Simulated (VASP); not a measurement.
OSZICAR of a VASP run on TiO$_{2}$ (rutile):

**OSZICAR**
```
       N       E                     dE             d eps       ncg     rms          rms(c)
DAV:   1     0.500220485279E+03    0.50022E+03   -0.16721E+04 20288   0.675E+02
DAV:   2    -0.166000775631E+02   -0.51682E+03   -0.46727E+03 20296   0.231E+02
DAV:   3    -0.730741376031E+02   -0.56474E+02   -0.53983E+02 25040   0.771E+01
DAV:   4    -0.755438972142E+02   -0.24698E+01   -0.24483E+01 23392   0.142E+01
DAV:   5    -0.755777823854E+02   -0.33885E-01   -0.33878E-01 22848   0.157E+00    0.329E+01
DAV:   6    -0.598792708213E+02    0.15699E+02   -0.36902E+00 27744   0.348E+01    0.124E+01
DAV:   7    -0.591300659959E+02    0.74920E+00   -0.25255E+00 23868   0.111E+01    0.927E+00
DAV:   8    -0.595924996842E+02   -0.46243E+00   -0.30595E-01 24172   0.955E+00    0.876E+00
DAV:   9    -0.587993712780E+02    0.79313E+00   -0.22275E-01 22864   0.560E+00    0.193E+00
DAV:  10    -0.587807340503E+02    0.18637E-01   -0.51962E-02 25320   0.108E+00    0.533E-01
DAV:  11    -0.587797925109E+02    0.94154E-03   -0.47078E-03 21768   0.261E-01    0.349E-01
DAV:  12    -0.587790046930E+02    0.78782E-03   -0.13316E-04 27112   0.153E-01    0.499E-02
DAV:  13    -0.587790262089E+02   -0.21516E-04   -0.88671E-05 22772   0.318E-02    0.259E-02
DAV:  14    -0.587790258681E+02    0.34079E-06   -0.45841E-06 22976   0.659E-03    0.131E-02
DAV:  15    -0.587790256376E+02    0.23052E-06   -0.53025E-07 23084   0.337E-03    0.179E-03
DAV:  16    -0.587790256240E+02    0.13616E-07   -0.63015E-08 19264   0.160E-03
   1 F= -.58779026E+02 E0= -.58779026E+02  d E =-.915030E-16
 imaginary and real dielectric function
```

Problem. Which electronic solver shows in the log?

Solution. It is blocked Davidson (ALGO = Normal, or the opening steps of other solvers). The INCAR had ALGO = Normal.

Problem. Can the final energy be trusted as converged?

Solution. Self-consistency was reached. It stopped with EDIFF = 1E-7, NELM = 100 (LDA (Ceperley-Alder, Perdew-Zunger), plane waves, VASP's LDA PAW potentials (set 64)). The dielectric response may not be converged in the k-mesh; for small gaps it tends to come out too large.

The compound is TiO2 in the rutile structure. It was relaxed first.
